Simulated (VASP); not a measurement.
A run of VASP 6.6.1 is set up as follows.

INCAR

```
PREC = Accurate ; ENCUT = 520
EDIFF = 1E-7 ; ISMEAR = 0
SIGMA = 0.1 ; LREAL = F
LASPH = T ; NELM = 100
ALGO = Fast ; ISIF = 2
LWAVE = F ; LCHARG = F
GGA = PE ; NBANDS = 26
```

File KPOINTS:

```
regular mesh
0
Gamma
  18 18 6
```

Contents of POSCAR:

```
Nb2SiN
1.0
    2.9729968427      0.0000000000      0.0000000000
   -1.4864984214      2.5746907911      0.0000000000
    0.0000000000      0.0000000000      9.1333539361
Nb Si N
2 1 1
Direct
    0.0000000000      0.0000000000      0.7963481345
    0.0000000000      0.0000000000      0.2036518655
    0.0000000000      0.0000000000      0.5000000000
    0.0000000000      0.0000000000      0.0000000000
```

Potentials or basis: VASP PAW PBE potentials, release 64 (Nb_sv, Si, N).

Launch:

```bash
$ cat potpaw_PBE.64/Nb_sv/POTCAR potpaw_PBE.64/Si/POTCAR potpaw_PBE.64/N/POTCAR > POTCAR
$ mpirun -np 1 vasp_std > vasp.out
```

Problem. What does it give for the largest force?

Solution. 0.017 eV/Å.

Problem. Predict the band gap on the k mesh.

Solution. None (metal or under the smearing width).

Problem. Predict the pressure.

Solution. -0.2 GPa.

Stress tensor (GPa, compression positive):
```
-0.11  0.00  0.00
 0.00 -0.11  0.00
 0.00  0.00 -0.26
```
